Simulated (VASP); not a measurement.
# The low-index faces of Os, part 2 of 5

How do surface energy, work function and relaxation of Os depend on the face?

VASP 6.6.1; PBEsol; plane waves and PAW (Os).

So far. Step 3 (The bulk reference, job self-consistent run, k-mesh …): The run ends at a pressure of -1.47 GPa.

## Step 4: Surface relaxation, 8 atoms, face Os(0001)

System of this step: Os(0001). The cell holds 8 atoms: 8 Os. Its edges and angles: a = 2.729 Å, b = 2.729 Å, c = 30.089 Å, α = 90.0°, β = 90.0°, γ = 60.0°. It derives from Os. 8 layers of hcp Os, cut at this functional's lattice. Vacuum lies along c.

All atoms relax at the fixed cell.

INCAR reads:

```
SYSTEM = Os
PREC = Normal
ENCUT = 320
EDIFF = 1E-05
NELM = 120
ISMEAR = 1
SIGMA = 0.15
LREAL = .FALSE.
ALGO = Fast
GGA = PS
NBANDS = 40
LASPH = .TRUE.
LORBIT = 11
LWAVE = .FALSE.
LCHARG = .FALSE.
KPAR = 4
IBRION = 2
NSW = 40
ISIF = 2
EDIFFG = -0.03
POTIM = 0.4
MAXMIX = 40
```

POSCAR reads:

```
Os
1.0
    2.7290302526      0.0000000000      0.0000000000
    1.3645151263      2.3634095264      0.0000000000
    0.0000000000      0.0000000000     30.0890956741
Os
8
Direct
    0.6666666700      0.6666666700      0.2492597300
    0.0000000000      0.0000000000      0.3208998100
    0.6666666700      0.6666666700      0.3925398900
    0.0000000000      0.0000000000      0.4641799600
    0.6666666700      0.6666666700      0.5358200400
    0.0000000000      0.0000000000      0.6074601100
    0.6666666700      0.6666666700      0.6791001900
    0.0000000000      0.0000000000      0.7507402700
```

KPOINTS reads:

```
Automatic mesh
0
Gamma
15 15 1
0 0 0
```

PAW data sets: Os (PBE family, release 64).

Run with:

```sh
$ mpirun -np 4 vasp_std
```

Output:

```text
[banner, memory and clock lines left out]
running    4 mpi-ranks, on    1 nodes
 distrk:  each k-point on    1 cores,    4 groups
 distr:  one band on    1 cores,    1 groups

 POSCAR found type information on POSCAR Os
 POSCAR found :  1 types and       8 ions
 [... a notice as in an earlier step ...]

 LDA part: xc-table for (Slater+PW92), standard interpolation
 POSCAR, INCAR and KPOINTS ok, starting setup
 FFT: planning ... GRIDC
 FFT: planning ... GRID_SOFT
 FFT: planning ... GRID
 WAVECAR not read
 entering main loop
       N       E                     dE             d eps       ncg     rms          rms(c)
DAV:   1     0.335321252954E+03    0.33532E+03   -0.22331E+04  2200   0.978E+02
DAV:   2    -0.635878391676E+02   -0.39891E+03   -0.37155E+03  2544   0.385E+02
DAV:   3    -0.992137919917E+02   -0.35626E+02   -0.33597E+02  2944   0.887E+01
DAV:   4    -0.101320282686E+03   -0.21065E+01   -0.20619E+01  3016   0.204E+01
DAV:   5    -0.101415081198E+03   -0.94799E-01   -0.92459E-01  3096   0.336E+00    0.488E+01
RMM:   6    -0.969096106520E+02    0.45055E+01   -0.62583E+00  2210   0.128E+01    0.194E+01
RMM:   7    -0.156861908843E+03   -0.59952E+02   -0.96283E+01  3499   0.305E+01    0.499E+01
RMM:   8    -0.963789523846E+02    0.60483E+02   -0.17529E+01  2703   0.169E+01    0.767E+00
RMM:   9    -0.951258846063E+02    0.12531E+01   -0.74669E+00  2702   0.754E+00    0.269E+00
RMM:  10    -0.951107823969E+02    0.15102E-01   -0.13300E+00  2603   0.395E+00    0.184E+00
RMM:  11    -0.951231581989E+02   -0.12376E-01   -0.30317E-01  2927   0.167E+00    0.131E+00
RMM:  12    -0.951224354749E+02    0.72272E-03   -0.45629E-02  2423   0.884E-01    0.971E-01
RMM:  13    -0.951177283413E+02    0.47071E-02   -0.32614E-02  2461   0.611E-01    0.582E-01
RMM:  14    -0.951166379438E+02    0.10904E-02   -0.10166E-02  2609   0.393E-01    0.429E-01
RMM:  15    -0.951127390577E+02    0.38989E-02   -0.81715E-03  2680   0.243E-01    0.263E-01
RMM:  16    -0.951121454028E+02    0.59365E-03   -0.26357E-03  2945   0.126E-01    0.203E-01
RMM:  17    -0.951113770872E+02    0.76832E-03   -0.17491E-03  2647   0.963E-02    0.928E-02
RMM:  18    -0.951113091286E+02    0.67959E-04   -0.78294E-04  2720   0.615E-02    0.417E-02
RMM:  19    -0.951113117288E+02   -0.26002E-05   -0.32374E-04  2311   0.421E-02    0.293E-02
RMM:  20    -0.951113221246E+02   -0.10396E-04   -0.68463E-05  1601   0.231E-02    0.198E-02
RMM:  21    -0.951113345025E+02   -0.12378E-04   -0.35417E-05  1376   0.151E-02    0.120E-02
RMM:  22    -0.951113469375E+02   -0.12435E-04   -0.13087E-05  1339   0.114E-02    0.774E-03
RMM:  23    -0.951113546360E+02   -0.76985E-05   -0.80886E-06  1187   0.826E-03
   1 F= -.95111355E+02 E0= -.95110055E+02  d E =-.951114E+02
 curvature:   0.00 expect dE= 0.000E+00 dE for cont linesearch  0.000E+00
 trial: gam= 0.00000 g(F)=  0.158E+00 g(S)=  0.000E+00 ort = 0.000E+00 (trialstep = 0.100E+01)
 search vector abs. value=  0.158E+00
 bond charge predicted
       N       E                     dE             d eps       ncg     rms          rms(c)
DAV:   1    -0.951847132054E+02   -0.73366E-01   -0.29771E+01  2160   0.224E+01    0.947E-01
RMM:   2    -0.952148935848E+02   -0.30180E-01   -0.20871E-01  2237   0.327E+00    0.172E+00
RMM:   3    -0.952289857206E+02   -0.14092E-01   -0.78580E-02  2629   0.930E-01    0.161E+00
RMM:   4    -0.952211511084E+02    0.78346E-02   -0.33210E-02  2324   0.837E-01    0.119E+00
RMM:   5    -0.952235773228E+02   -0.24262E-02   -0.13740E-02  2630   0.413E-01    0.944E-01
RMM:   6    -0.952060926661E+02    0.17485E-01   -0.97030E-03  2325   0.373E-01    0.619E-01
RMM:   7    -0.951986521645E+02    0.74405E-02   -0.21165E-02  2589   0.314E-01    0.317E-01
RMM:   8    -0.951984892345E+02    0.16293E-03   -0.50884E-03  2904   0.185E-01    0.191E-01
RMM:   9    -0.951984564607E+02    0.32774E-04   -0.17946E-03  2720   0.899E-02    0.143E-01
RMM:  10    -0.951984743844E+02   -0.17924E-04   -0.59715E-04  2645   0.577E-02    0.796E-02
RMM:  11    -0.951984871419E+02   -0.12758E-04   -0.21928E-04  2275   0.360E-02    0.707E-02
RMM:  12    -0.951984412779E+02    0.45864E-04   -0.29453E-05  1440   0.234E-02    0.457E-02
RMM:  13    -0.951984107566E+02    0.30521E-04   -0.45181E-05  1588   0.195E-02    0.228E-02
RMM:  14    -0.951984104108E+02    0.34580E-06   -0.45145E-05  1592   0.166E-02
   2 F= -.95198410E+02 E0= -.95198369E+02  d E =-.870558E-01
[...]
3 F= -.95198592E+02 E0= -.95198558E+02  d E =-.872372E-01
[...]
4 F= -.95203127E+02 E0= -.95203158E+02  d E =-.453474E-02
[...]
5 F= -.95203238E+02 E0= -.95203287E+02  d E =-.464659E-02
[...]
6 F= -.95203989E+02 E0= -.95204064E+02  d E =-.750854E-03
[...]
7 F= -.95204116E+02 E0= -.95204200E+02  d E =-.877139E-03
[...]
8 F= -.95204680E+02 E0= -.95204788E+02  d E =-.564036E-03
 ZBRENT: can't locate minimum, use default step
 trial-energy change:   -0.000564  1 .order   -0.000554   -0.000611   -0.000497
 step:   4.6343(harm=  6.2518)  dis= 0.01189  next Energy=   -95.205763 (dE=-0.165E-02)
 bond charge predicted
       N       E                     dE             d eps       ncg     rms          rms(c)
DAV:   1    -0.952059131280E+02   -0.12349E-02   -0.17849E+00  2160   0.559E+00    0.213E-01
RMM:   2    -0.952054320924E+02    0.48104E-03   -0.60196E-03  2193   0.673E-01    0.432E-02
RMM:   3    -0.952055876167E+02   -0.15552E-03   -0.11607E-03  2355   0.178E-01    0.381E-02
RMM:   4    -0.952056313408E+02   -0.43724E-04   -0.30583E-04  2677   0.703E-02    0.292E-02
RMM:   5    -0.952056341819E+02   -0.28411E-05   -0.42099E-05  1605   0.236E-02
   9 F= -.95205634E+02 E0= -.95205824E+02  d E =-.151864E-02
 curvature:  -4.50 expect dE=-0.360E-03 dE for cont linesearch -0.730E-04
 trial: gam=-0.04955 g(F)=  0.800E-04 g(S)=  0.000E+00 ort = 0.117E-03 (trialstep = 0.185E+01)
 search vector abs. value=  0.704E-04
 reached required accuracy - stopping structural energy minimisation
```

The job ended after 49 s (4 MPI ranks of Intel Xeon 6975P-C (Granite Rapids), shared host; peak memory 0.8 GiB; 3.2 min of CPU time).

From OUTCAR (step 4):

```text
  LATTYP: Found a hexagonal cell.
 ALAT       =     2.7290302526
 C/A-ratio  =    11.0255632549

 Subroutine GETGRP returns: Found 12 space group operations
 (whereof  6 operations were pure point group operations)

The static configuration has the point symmetry C_3v.
 The point group associated with its full space group is D_3d.

 Found     27 irreducible k-points:

   k-points           NKPTS =     27   k-points in BZ     NKDIM =     27   number of bands    NBANDS=     40

   dimension x,y,z NGX =    12 NGY =   12 NGZ =  140
   dimension x,y,z NGXF=    24 NGYF=   24 NGZF=  280

   ENCUT  =  320.0 eV  23.52 Ry    4.85 a.u.   3.98  3.98 43.89*2*pi/ulx,y,z

   NELECT =      64.0000    total number of electrons

 E-fermi :   3.1031

 k-point     1 :       0.0000    0.0000    0.0000
  band No.  band energies     occupation
    ...
     34       2.3235      2.00000
     35       2.3235      2.00000
     36       2.9918      1.94718
     37       2.9918      1.94717
     38       3.1211      0.79856
     39       3.4079     -0.01439
     40       3.7563     -0.00000

 k-point     2 :       0.0667    0.0000    0.0000
  band No.  band energies     occupation
    ...
     35       2.2670      2.00000
     36       2.6435      2.00013
     37       2.8105      2.01869
     38       2.9402      2.06377
     39       3.0784      1.27413
     40       3.7211     -0.00000

  Total       -5.4023076     -5.4023076     -1.0219420      0.0000000     -0.0000000      0.0000000
  in kB      -44.5998530    -44.5998530     -8.4368510      0.0000000     -0.0000000      0.0000000
  external PRESSURE =     -32.5455190 kB  Pullay stress =       0.0000000 kB

  energy-cutoff  :      320.00
  volume of cell :      194.07
      direct lattice vectors                 reciprocal lattice vectors
     2.729030253  0.000000000  0.000000000     0.366430529 -0.211558765  0.000000000
     1.364515126  2.363409526  0.000000000     0.000000000  0.423117529  0.000000000
     0.000000000  0.000000000 30.089095674     0.000000000  0.000000000  0.033234631

 POSITION                                       TOTAL-FORCE (eV/Angst)
 -----------------------------------------------------------------------------------
      2.72903      1.57561      7.56584         0.000000      0.000000      0.015569
      0.00000      0.00000      9.63940         0.000000     -0.000000     -0.011783
      2.72903      1.57561     11.79924         0.000000      0.000000      0.025007
      1.36452      2.36341     13.97283        -0.000000     -0.000000      0.005427
      2.72903      1.57561     16.11626         0.000000      0.000000     -0.005427
      1.36452      2.36341     18.28985        -0.000000     -0.000000     -0.025007
      2.72903      1.57561     20.44970         0.000000      0.000000      0.011783
      0.00000      0.00000     22.52326        -0.000000     -0.000000     -0.015569
 -----------------------------------------------------------------------------------
    total drift:                               -0.000003     -0.000002     -0.000000

  FREE ENERGIE OF THE ION-ELECTRON SYSTEM (eV)
  ---------------------------------------------------
  free  energy   TOTEN  =       -95.2056341819 eV

  energy  without entropy=      -95.2062041468  energy(sigma->0) =      -95.20582417

 total charge
# of ion       s       p       d       tot
------------------------------------------
    1        0.663   0.631   5.989   7.282
    2        0.672   0.817   6.083   7.571
    3        0.662   0.789   6.077   7.528
    4        0.664   0.798   6.068   7.530
    5        0.664   0.798   6.068   7.530
    6        0.662   0.789   6.077   7.528
    7        0.672   0.817   6.083   7.571
    8        0.663   0.631   5.989   7.282
--------------------------------------------------
tot          5.320   6.071  48.433  59.823

[... 1 part as in an earlier step ...]

[... 7 further parts left out ...]
```

CONTCAR:

```
Os
   1.00000000000000
     2.7290302525999999    0.0000000000000000    0.0000000000000000
     1.3645151262999999    2.3634095263999999    0.0000000000000000
     0.0000000000000000    0.0000000000000000   30.0890956741000011
  Os
     8
Direct
     0.6666666699999979    0.6666666699999979    0.2514478242102874
     0.0000000000000000    0.0000000000000000    0.3203617537428523
     0.6666666699999979    0.6666666699999979    0.3921434656370762
     0.0000000000000000    1.0000000000000000    0.4643818869455937
     0.6666666699999979    0.6666666699999979    0.5356181130544063
     0.0000000000000000    1.0000000000000000    0.6078565343629239
     0.6666666699999979    0.6666666699999979    0.6796382462571477
     0.0000000000000000    0.0000000000000000    0.7485521757897124
```

The run keeps the 12 symmetry operations of its start, so it cannot find a distortion of lower symmetry.

Step by step:

```
step  energy less that of the first step (eV)  largest force (eV/Å)
   1                                   0.0000                1.0516
   2                                  -0.0871                0.2403
   3                                  -0.0872                0.2384
   4                                  -0.0918                0.0685
   5                                  -0.0919                0.0797
   6                                  -0.0926                0.0381
   7                                  -0.0928                0.0606
   8                                  -0.0933                0.0444
   9                                  -0.0943                0.0250
```

The atoms that moved most (Å):

```
atom     dx     dy      dz  length
 Os1  0.000  0.000   0.066   0.066
 Os8  0.000  0.000  -0.066   0.066
 Os7  0.000  0.000   0.016   0.016
 Os2  0.000  0.000  -0.016   0.016
 Os3  0.000  0.000  -0.012   0.012
 Os6  0.000  0.000   0.012   0.012
 Os4  0.000  0.000   0.006   0.006
 Os5  0.000  0.000  -0.006   0.006
```

The relaxed structure:

```
Os
1.0
     2.72903    0.00000    0.00000
     1.36452    2.36341    0.00000
     0.00000    0.00000   30.08910
Os
8
Direct
  0.66667 0.66667 0.25145
  0.00000 0.00000 0.32036
  0.66667 0.66667 0.39214
  0.00000 0.00000 0.46438
  0.66667 0.66667 0.53562
  0.00000 0.00000 0.60786
  0.66667 0.66667 0.67964
  0.00000 0.00000 0.74855
```

This step gave:

| Property | Result |
| --- | --- |
| electronic cycles | 72 |
| electrons | 64 |
| free energy (TOTEN) | -95.2056 eV |
| energy at zero smearing | -95.2058 eV |
| Fermi energy | 3.103 eV |

The run ended after 9 ionic steps, 0.094 eV below its first step, once the forces on the free atoms met EDIFFG = -0.03.

(Continued in part 3 of 5.)

[Lines on the potential files, build, host, timing and source positions are cut from VASP's logs without a mark.]

[Logs are printed without paths, hosts, clocks, repeated set-up lines and the standing remarks that a program may print on its own settings, such as how far it seeks lower states.]

[Hosts, paths, dates, database ids (printed as entryN), source tags and the programs' standing remarks are cut or masked in the printed files.]

[Runs that stopped without an error message from VASP are left out.]
